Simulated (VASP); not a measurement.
Method: PBE GGA with D3 dispersion (zero damping), VASP's PBE PAW potentials (set 64) (plane waves; VASP).

Input for VASP

**POSCAR**
```
Sc
1
    1.6550000000    -2.8665440000     0.0000000000
    1.6550000000     2.8665440000     0.0000000000
    0.0000000000     0.0000000000     5.2700000000
Sc
2
Direct
  0.3333330000   0.6666670000   0.2500000000
  0.6666670000   0.3333330000   0.7500000000
```

### INCAR
```
EDIFF  =  1E-6
LASPH  =  .TRUE.   ! aspherical one-centre terms
LREAL  =  .FALSE.
IBRION  =  2
GGA  =  PE   ! PBE
SYSTEM  =  Sc
ISIF  =  3   ! ions, shape and volume
ENCUT  =  520   ! plane-wave cut-off (eV)
LWAVE  =  .FALSE.
SIGMA  =  0.1
PREC  =  Accurate
LMAXMIX  =  4   ! l cut-off of mixed one-centre charges
LCHARG  =  .FALSE.
IVDW  =  11   ! D3, zero damping
NELM  =  100   ! most electronic steps
EDIFFG  =  -0.01   ! ionic stop
ALGO  =  Normal
ISMEAR  =  1
NSW  =  60
```

File KPOINTS:
```
K-points
0
gamma
  11 11 6
0 0 0
```

POTCAR, in this order: Sc_sv (PBE.64 set). Program: vasp_std.

Output

OSZICAR:
```
       N       E                     dE             d eps       ncg     rms          rms(c)
DAV:   1     0.393066370150E+03    0.39307E+03   -0.11065E+04  1920   0.156E+03
DAV:   2     0.108283437224E+02   -0.38224E+03   -0.37648E+03  2734   0.660E+02
DAV:   3    -0.134124806026E+02   -0.24241E+02   -0.23710E+02  3182   0.187E+02
DAV:   4    -0.139075202059E+02   -0.49504E+00   -0.48718E+00  2986   0.242E+01
DAV:   5    -0.139155813159E+02   -0.80611E-02   -0.80341E-02  3209   0.321E+00    0.750E+00
DAV:   6    -0.126600957349E+02    0.12555E+01   -0.29683E+00  2410   0.224E+01    0.223E+00
DAV:   7    -0.125040567620E+02    0.15604E+00   -0.70974E-01  2494   0.997E+00    0.878E-01
DAV:   8    -0.124942977176E+02    0.97590E-02   -0.32914E-02  2627   0.271E+00    0.263E-01
DAV:   9    -0.124925238339E+02    0.17739E-02   -0.10250E-02  2487   0.123E+00    0.226E-02
DAV:  10    -0.124925414283E+02   -0.17594E-04   -0.15493E-04  3243   0.194E-01    0.877E-03
DAV:  11    -0.124925361644E+02    0.52639E-05   -0.35266E-06  2253   0.263E-02    0.256E-03
DAV:  12    -0.124925384924E+02   -0.23280E-05   -0.65864E-07  1457   0.144E-02    0.119E-03
DAV:  13    -0.124925383155E+02    0.17687E-06   -0.16334E-07  1261   0.834E-03
   1 F= -.13024543E+02 E0= -.13024949E+02  d E =-.130245E+02
       N       E                     dE             d eps       ncg     rms          rms(c)
DAV:   1    -0.133952347596E+02   -0.90270E+00   -0.28179E+01  2432   0.884E+01    0.668E+00
DAV:   2    -0.125679547802E+02    0.82728E+00   -0.21668E+00  2488   0.214E+01    0.213E+00
DAV:   3    -0.124781799377E+02    0.89775E-01   -0.43887E-01  2551   0.882E+00    0.921E-01
DAV:   4    -0.124764864890E+02    0.16934E-02   -0.24581E-02  2972   0.226E+00    0.209E-01
DAV:   5    -0.124757974501E+02    0.68904E-03   -0.47898E-03  2666   0.958E-01    0.324E-02
DAV:   6    -0.124757971395E+02    0.31062E-06   -0.14241E-04  3204   0.197E-01    0.690E-03
DAV:   7    -0.124757975269E+02   -0.38742E-06   -0.50117E-06  2590   0.334E-02
   2 F= -.13054233E+02 E0= -.13054903E+02  d E =-.296907E-01
       N       E                     dE             d eps       ncg     rms          rms(c)
DAV:   1    -0.124892121895E+02   -0.13415E-01   -0.26061E-01  2474   0.851E+00    0.632E-01
DAV:   2    -0.124814708787E+02    0.77413E-02   -0.22525E-02  2536   0.212E+00    0.192E-01
DAV:   3    -0.124807680442E+02    0.70283E-03   -0.35037E-03  2708   0.793E-01    0.796E-02
DAV:   4    -0.124807418293E+02    0.26215E-04   -0.18594E-04  2981   0.193E-01    0.156E-02
DAV:   5    -0.124807385044E+02    0.33249E-05   -0.34414E-05  2607   0.805E-02    0.342E-03
DAV:   6    -0.124807387103E+02   -0.20589E-06   -0.89142E-07  1177   0.203E-02
   3 F= -.13054581E+02 E0= -.13055236E+02  d E =-.300383E-01
       N       E                     dE             d eps       ncg     rms          rms(c)
DAV:   1    -0.124867118522E+02   -0.59733E-02   -0.66290E-01  2067   0.175E+01    0.541E-01
DAV:   2    -0.124854778886E+02    0.12340E-02   -0.47878E-02  2999   0.377E+00    0.338E-01
DAV:   3    -0.124829462121E+02    0.25317E-02   -0.80310E-03  3514   0.129E+00    0.492E-02
DAV:   4    -0.124829152563E+02    0.30956E-04   -0.40784E-04  2809   0.312E-01    0.278E-02
DAV:   5    -0.124829113375E+02    0.39188E-05   -0.18703E-05  2853   0.744E-02    0.102E-02
DAV:   6    -0.124829126221E+02   -0.12846E-05   -0.16918E-06  1300   0.200E-02    0.127E-03
DAV:   7    -0.124829125184E+02    0.10369E-06   -0.23015E-07  1030   0.105E-02
   4 F= -.13056225E+02 E0= -.13056912E+02  d E =-.164345E-02
       N       E                     dE             d eps       ncg     rms          rms(c)
DAV:   1    -0.124837106701E+02   -0.79805E-03   -0.87563E-02  2074   0.637E+00    0.196E-01
DAV:   2    -0.124835557797E+02    0.15489E-03   -0.63560E-03  3013   0.136E+00    0.123E-01
DAV:   3    -0.124832230611E+02    0.33272E-03   -0.10771E-03  3506   0.475E-01    0.182E-02
DAV:   4    -0.124832178225E+02    0.52386E-05   -0.56186E-05  2816   0.117E-01    0.102E-02
DAV:   5    -0.124832176005E+02    0.22202E-06   -0.19291E-06  1315   0.274E-02
   5 F= -.13056364E+02 E0= -.13057023E+02  d E =-.178279E-02
       N       E                     dE             d eps       ncg     rms          rms(c)
DAV:   1    -0.124832483027E+02   -0.30480E-04   -0.16273E-03  2046   0.871E-01    0.264E-02
DAV:   2    -0.124832455084E+02    0.27943E-05   -0.11887E-04  2999   0.187E-01    0.166E-02
DAV:   3    -0.124832400127E+02    0.54956E-05   -0.20189E-05  3442   0.650E-02    0.263E-03
DAV:   4    -0.124832397364E+02    0.27630E-06   -0.86052E-07  1009   0.166E-02
   6 F= -.13056364E+02 E0= -.13057018E+02  d E =-.178337E-02
       N       E                     dE             d eps       ncg     rms          rms(c)
DAV:   1    -0.124846086614E+02   -0.13686E-02   -0.11547E-02  2502   0.171E+00    0.135E-01
DAV:   2    -0.124842552106E+02    0.35345E-03   -0.10352E-03  2464   0.450E-01    0.403E-02
DAV:   3    -0.124842248260E+02    0.30385E-04   -0.15627E-04  2709   0.167E-01    0.168E-02
DAV:   4    -0.124842225894E+02    0.22366E-05   -0.73692E-06  2254   0.388E-02    0.328E-03
DAV:   5    -0.124842225076E+02    0.81768E-07   -0.12251E-06   967   0.206E-02
   7 F= -.13056375E+02 E0= -.13057033E+02  d E =-.102773E-04
```

File OUTCAR:
```
------------------------ aborting loop because EDIFF is reached ----------------------------------------
 Edisp (eV)   -0.57215
  FORCE on cell =-STRESS in cart. coord.  units (eV):
  Direction    XX          YY          ZZ          XY          YZ          ZX
  --------------------------------------------------------------------------------------
  Total      -0.00375    -0.00375     0.00243    -0.00000     0.00000    -0.00000
  in kB      -0.12714    -0.12714     0.08233    -0.00000     0.00000    -0.00000
  external pressure =       -0.06 kB  Pullay stress =        0.00 kB
  volume of cell :       47.24
      direct lattice vectors                 reciprocal lattice vectors
     1.638171873 -2.837396832  0.000000000     0.305218279 -0.176217861  0.000000000
     1.638171873  2.837396832 -0.000000000     0.305218279  0.176217861  0.000000000
    -0.000000000 -0.000000000  5.081350182     0.000000000  0.000000000  0.196798088
 POSITION                                       TOTAL-FORCE (eV/Angst)
 -----------------------------------------------------------------------------------
      1.63817      0.94580      1.27034         0.000000     -0.000000     -0.000000
      1.63817     -0.94580      3.81101        -0.000000      0.000000      0.000000
 -----------------------------------------------------------------------------------
    total drift:                                0.000000      0.000681     -0.000015
  FREE ENERGIE OF THE ION-ELECTRON SYSTEM (eV)
  ---------------------------------------------------
  free  energy   TOTEN  =       -13.0563747348 eV

  energy  without entropy=      -13.0583490611  energy(sigma->0) =      -13.05703284

 reached required accuracy - stopping structural energy minimisation
```
(Selected blocks of OUTCAR.)

### CONTCAR
```
Sc
   1.00000000000000
     1.6381718733320583   -2.8373968323032543    0.0000000000000000
     1.6381718733320583    2.8373968323032543   -0.0000000000000000
    -0.0000000000000000   -0.0000000000000000    5.0813501822638552
  Sc
     2
Direct
     0.3333330000000032    0.6666669999999968    0.2500000000000000
     0.6666669999999968    0.3333330000000032    0.7500000000000000
```

Energy and stress use the plane-wave basis of the starting cell.

The compound is Sc in the hcp structure. This run relaxes it. Symmetry was kept, so distortions that lower it aren't found.
